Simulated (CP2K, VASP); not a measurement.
An input for CP2K (PBEsol, GPW, DZVP-MOLOPT-SR-GTH basis, GTH-PBE potentials (GTH_POTENTIALS)):

```
&GLOBAL
  PROJECT gerh
  RUN_TYPE ENERGY_FORCE
  PRINT_LEVEL LOW
&END GLOBAL
&FORCE_EVAL
  METHOD Quickstep
  STRESS_TENSOR ANALYTICAL
  &DFT
    BASIS_SET_FILE_NAME BASIS_MOLOPT
    POTENTIAL_FILE_NAME GTH_POTENTIALS
    &QS
      METHOD GPW
      EPS_DEFAULT 1E-10
    &END QS
    &MGRID
      CUTOFF 500
      REL_CUTOFF 50
      NGRIDS 5
    &END MGRID
    &SCF
      SCF_GUESS ATOMIC
      EPS_SCF 1E-6
      MAX_SCF 100
      ADDED_MOS 14
      &DIAGONALIZATION
        ALGORITHM STANDARD
      &END DIAGONALIZATION
      &MIXING
        METHOD BROYDEN_MIXING
        ALPHA 0.3
        NBUFFER 12
      &END MIXING
      &SMEAR ON
        METHOD GAUSSIAN
        SIGMA [eV] 0.1
      &END SMEAR
    &END SCF
    &KPOINTS
      SCHEME MONKHORST-PACK 3 6 3
      GAMMA_CENTERED T
    &END KPOINTS
    &XC
      &XC_FUNCTIONAL
        &PBE
          PARAMETRIZATION PBESOL
        &END PBE
      &END XC_FUNCTIONAL
    &END XC
    &PRINT
      &MO
        EIGENVALUES T
        OCCUPATION_NUMBERS T
        NDIGITS 8
        FILENAME mo
        &EACH
          QS_SCF 0
        &END EACH
        ADD_LAST NUMERIC
      &END MO
      &MULLIKEN OFF
      &END MULLIKEN
    &END PRINT
  &END DFT
  &SUBSYS
    &CELL
      A 5.68631400 0.00000000 0.00000000
      B 0.00000000 3.30181500 0.00000000
      C 0.00000000 0.00000000 6.47299800
      PERIODIC XYZ
    &END CELL
    &COORD
      SCALED
      Ge       0.80826000     0.75000000     0.43643000
      Ge       0.19174000     0.25000000     0.56357000
      Ge       0.69174000     0.25000000     0.93643000
      Ge       0.30826000     0.75000000     0.06357000
      Rh       0.99544000     0.75000000     0.79662000
      Rh       0.00456000     0.25000000     0.20338000
      Rh       0.50456000     0.25000000     0.29662000
      Rh       0.49544000     0.75000000     0.70338000
    &END COORD
    &KIND Ge
      BASIS_SET DZVP-MOLOPT-SR-GTH
      POTENTIAL GTH-PBE-q4
    &END KIND
    &KIND Rh
      BASIS_SET DZVP-MOLOPT-SR-GTH
      POTENTIAL GTH-PBE-q17
    &END KIND
  &END SUBSYS
  &PRINT
    &FORCES ON
    &END FORCES
    &STRESS_TENSOR ON
    &END STRESS_TENSOR
  &END PRINT
&END FORCE_EVAL
```

Problem. Write the VASP files for the same calculation.

Solution. One set of files that does it:

### KPOINTS
```
Automatic mesh
0
Gamma
3 6 3
0 0 0
```

INCAR:
```
# general
SYSTEM =GeRh
PREC   =Accurate
ENCUT  =300
LREAL  =F
LASPH  =T

# electronic loop
EDIFF  =1E-6
NELM   =100
ALGO   =Normal
LMAXMIX=4

# smearing
ISMEAR =0
SIGMA  =0.1

# functional
GGA    =PS

# ions
ISIF   =2

# output
LWAVE  =F
LCHARG =F
```

### POSCAR
```
GeRh
1.0
  5.6863140000   0.0000000000   0.0000000000
  0.0000000000   3.3018150000   0.0000000000
  0.0000000000   0.0000000000   6.4729980000
Ge Rh
4 4
Cartesian
  4.5960201536   2.4763612500   2.8250105171
  1.0902938464   0.8254537500   3.6479874829
  3.9334508464   0.8254537500   6.0615095171
  1.7528631536   2.4763612500   0.4114884829
  5.6603844082   2.4763612500   5.1565196668
  0.0259295918   0.8254537500   1.3164783332
  2.8690865918   0.8254537500   1.9200206668
  2.8172274082   2.4763612500   4.5529773332
```

POTCAR, in this order: Ge_d Rh_pv (PBE.64 set). Program: vasp_std.

Both are inputs of real runs that ended normally. What can't carry over is the choice of potentials or basis and its cut-off, and each code's defaults.

The structure comes from a computed database's GeRh entry; how it stands against other phases isn't given here. The cell was not relaxed at this level, and it may have been scaled.
